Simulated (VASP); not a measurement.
Calculation: r2SCAN meta-GGA, VASP's PBE PAW potentials (set 64) (plane waves; VASP).

Gaps are without spin-orbit coupling.

```json
{
 "volume_per_atom": "28.78 Å^3/atom",
 "band gap (over mesh and band path)": "1.10 eV",
 "smallest direct gap (over mesh and band path)": "1.10 eV"
}
```

Q: Which relaxed crystal gives these values?
A. Te, P3_121 (152)
B. CdSe, P6_3mc (186)
C. BaTiO3, Amm2 (38)
D. CsH, Pm-3m (221)

A: B, CdSe, P6_3mc (186)
